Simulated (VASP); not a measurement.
Computed with HSE06 screened hybrid, VASP's PBE PAW potentials (set 64) (plane waves; VASP).

VASP input:

### POSCAR
```
SnSi63
10.9370750
  0.9999999726   0.0000000000   0.0000000000
  0.0000000000   0.9999999726   0.0000000000
  0.0000000000   0.0000000000   0.9999999726
Si Sn
63 1
Cartesian
  0.4997248129   0.9999662352   0.0000778243
  0.6253170222   0.1239156397   0.1242365596
  0.7500178578   0.2496982533   0.9999618073
  0.8763189897   0.3749269111   0.1241827477
  0.7500327590   0.9997824179   0.2499141292
  0.8765095667   0.1239195142   0.3750136377
  0.9998368518   0.9998454386   0.9997224053
  0.1252816374   0.1252894972   0.1253317693
  0.2499256974   0.2498787744   0.0001323620
  0.3753211463   0.3752260281   0.1251777663
  0.4998681563   0.4998396712   0.9999442969
  0.6250398621   0.6250556789   0.1249389927
  0.7499539151   0.7499802923   0.9999409657
  0.8749969646   0.8750179771   0.1253176639
  0.2499165837   0.0002589449   0.2499169699
  0.3753416426   0.1252459513   0.3753656609
  0.5001871703   0.2476662443   0.2475502909
  0.6346552319   0.3663102717   0.3663625115
  0.7525524357   0.5000059664   0.2472930533
  0.8753831158   0.6251693449   0.3753433038
  0.4998698344   0.9999262557   0.4997890567
  0.6249460066   0.1249957114   0.6250205675
  0.7526181484   0.2472617247   0.4997814855
  0.8754909842   0.3751290412   0.6251364238
  0.7498368801   0.0001018513   0.7498780829
  0.8749775510   0.1252386443   0.8750351055
  0.9997306319   0.4997654787   0.0001651828
  0.1238238055   0.6253613969   0.1241451239
  0.2497343084   0.7501065280   0.9999933422
  0.3748957889   0.8765585064   0.1241216661
  0.0001313098   0.2498831696   0.2498382921
  0.1250727646   0.3752550633   0.3752712034
  0.2474900050   0.5000455399   0.2473881188
  0.3659680830   0.6347852343   0.3660587746
  0.4999072968   0.7525997646   0.2472137206
  0.6250973046   0.8753115405   0.3753792506
  0.9996808847   0.9998185368   0.4997178303
  0.1237849274   0.1237476827   0.6254176350
  0.2472926825   0.2473722733   0.5000112796
  0.3652871677   0.3658433764   0.6354704939
  0.6345617817   0.6344577382   0.6353354986
  0.7522141537   0.7521747515   0.5001023986
  0.8762364250   0.8764031067   0.6254967400
  0.2498733919   0.9998174731   0.7499610024
  0.3749463847   0.1238028396   0.8766883563
  0.4997858423   0.2471803995   0.7526777880
  0.6250706780   0.3750282856   0.8756629878
  0.7526547036   0.4997272735   0.7527150244
  0.8765699025   0.6254029404   0.8766344112
  0.9998384147   0.7501006607   0.2498802069
  0.1238388495   0.8766600388   0.3750165938
  0.9999107737   0.4998759111   0.4997827493
  0.1248113676   0.6251170610   0.6250316541
  0.2471887611   0.7526685476   0.4997292193
  0.3751928631   0.8754069629   0.6251029436
  0.9998927249   0.2498243188   0.7500010468
  0.1236663465   0.3749609034   0.8769044277
  0.2467802414   0.5001014553   0.7530039297
  0.3750637363   0.6251973563   0.8757433342
  0.4998799763   0.7526213790   0.7526815321
  0.6253881943   0.8766477635   0.8766780085
  0.9999421694   0.7500117305   0.7498654315
  0.1252419530   0.8750053457   0.8750256416
  0.4994716206   0.4997624527   0.5004268148
```

### INCAR
```
AEXX = 0.25
ALGO = Normal
EDIFF = 1E-5
ENCUT = 400
GGA = PE
HFSCREEN = 0.2
ISIF = 0
ISMEAR = 0
ISPIN = 2
ISYM = 0
LASPH = T
LCHARG = F
LHFCALC = T
LMAXMIX = 4
LORBIT = 10
LREAL = Auto
LWAVE = F
MAGMOM = 64*0.0156
NELECT = 255.0
NELM = 50
NELMIN = 4
NUPDOWN = 1
PREC = Normal
PRECFOCK = Fast
SIGMA = 0.05
SYSTEM = SnSi63
```

File KPOINTS:
```
kpoints
0
G
  1 1 1
```

POTCAR, in this order: Si Sn (PBE.64 set). Program: vasp_gam. Read from the step before: WAVECAR.

What will the output report for the number of irreducible k-points (NKPTS), largest plane-wave count, FFT grid (NGX, NGY, NGZ)?

The number of irreducible k-points (NKPTS) comes out as 1. The largest plane-wave count comes out as 11924 and the FFT grid (NGX, NGY, NGZ) is 54 × 54 × 54.

The cell is a supercell with a defect, built from Si (diamond): Sn_Si, charge +1. The cell's shape comes from a PBE relaxation.
